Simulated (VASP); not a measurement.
Given:

```
CELL_PARAMETERS angstrom
      2.95000     0.00000     0.00000
      0.00000     2.95000     0.00000
      0.00000     0.00000     2.95000
ATOMIC_POSITIONS crystal
  Zn 0.50000 0.50000 0.50000
  Cu 0.00000 0.00000 0.00000
```

Method: PBE GGA with D3 dispersion (Becke-Johnson damping), VASP's PBE PAW potentials (set 64) (plane waves; VASP 6.6.1). Run with 520 eV cut-off, 11×11×11 Γ-centred mesh, first-order Methfessel-Paxton smearing of 0.10 eV, potentials Zn Cu.

Energy and stress use the plane-wave basis of the starting cell.

Question: The ions, cell shape and volume are relaxed. Give the cell that the relaxation ends in.

Answer: 
```
CELL_PARAMETERS angstrom
      2.91362     0.00000     0.00000
      0.00000     2.91362     0.00000
      0.00000     0.00000     2.91362
ATOMIC_POSITIONS crystal
  Zn 0.50000 0.50000 0.50000
  Cu 0.00000 0.00000 0.00000
```
Space group Pm-3m (221), at a tolerance of 0.03 Å.

Question: How do energy and volume change from the first to the last step?

Answer: The energy (σ→0) changes by -6.9 meV/atom and the volume by -3.7 %, in 3 ionic steps.

The compound is CuZn in the CsCl type structure. This run relaxes it. Symmetry was kept, so distortions that lower it aren't found. The electron count is odd and the run is not spin-polarised, which forces a metal.
